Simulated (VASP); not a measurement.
A convergence study with VASP on SiO2 (space group no. 136 when undisturbed): one setting is varied, all else stays as given below, so the limit is that of these other settings. One atom is moved off its site, so that forces are finite.

```
O2Si
1.0
    4.19254     0.00000     0.00000
    0.00000     4.19254     0.00000
    0.00000     0.00000     2.67801
Si O
2 4
Direct
  0.00000   0.00000   0.01867
  0.50000   0.50000   0.50000
  0.30600   0.30600   0.00000
  0.80600   0.19400   0.50000
  0.19400   0.80600   0.50000
  0.69400   0.69400   0.00000
```

Calculation: PBE GGA, VASP's PBE PAW potentials (set 64) (plane waves; VASP). The tightest run used: 400 eV cut-off, 10×10×16 Γ-centred mesh, Fermi-Dirac smearing of 0.020 eV, potentials Si O.

Gaps are read on the run's mesh, which can miss a band edge.

### Question
The settings run are 2×2×2 mesh; 2×2×3 mesh; 3×3×4 mesh; 3×3×5 mesh; 4×4×5 mesh; 4×4×6 mesh; 5×5×7 mesh; 5×5×8 mesh; 6×6×10 mesh; 7×7×11 mesh; 8×8×12 mesh; 8×8×13 mesh; 9×9×14 mesh; 10×10×16 mesh. From which on does the stress (every component) stay within 0.2 GPa of the tightest run?

### Answer
From 3×3×5 mesh on: it is off by 0.07 there and by no more than 0.2 in any finer run, while 3×3×4 mesh is off by 0.41.
| setting | E (eV/atom) | pressure (GPa) | largest force (eV/Å) | gap on the mesh (eV) | irreducible k-points | difference judged (GPa) |
|---|---|---|---|---|---|---|
| 2×2×2 mesh | -7.5836 | 0.43 | 1.178 | 5.344 | 6 | 12.82 |
| 2×2×3 mesh | -7.7027 | -0.76 | 1.159 | 5.376 | 6 | 1.59 |
| 3×3×4 mesh | -7.7188 | -0.85 | 1.154 | 5.384 | 12 | 0.41 |
| 3×3×5 mesh | -7.7209 | -0.84 | 1.153 | 5.385 | 12 | 0.07 |
| 4×4×5 mesh | -7.7211 | -0.82 | 1.153 | 5.385 | 21 | 0.08 |
| 4×4×6 mesh | -7.7218 | -0.77 | 1.153 | 5.385 | 28 | 0.03 |
| 5×5×7 mesh | -7.7214 | -0.82 | 1.152 | 5.385 | 36 | 0.04 |
| 5×5×8 mesh | -7.7217 | -0.79 | 1.153 | 5.385 | 45 | 0.03 |
| 6×6×10 mesh | -7.7216 | -0.81 | 1.152 | 5.386 | 78 | 0.04 |
| 7×7×11 mesh | -7.7216 | -0.80 | 1.152 | 5.386 | 96 | 0.03 |
| 8×8×12 mesh | -7.7218 | -0.78 | 1.152 | 5.385 | 147 | 0.01 |
| 8×8×13 mesh | -7.7217 | -0.79 | 1.152 | 5.385 | 147 | 0.02 |
| 9×9×14 mesh | -7.7217 | -0.78 | 1.152 | 5.385 | 200 | 0.00 |
| 10×10×16 mesh | -7.7218 | -0.78 | 1.152 | 5.385 | 279 | 0.00 |

Left out are rungs that failed or repeat a setting and relaxations that didn't move; long series are thinned to 24 rows.

The structure is a typed SiO2 crystal (space group no. 136). The cell was not relaxed at this level, it is distorted from the ideal structure.
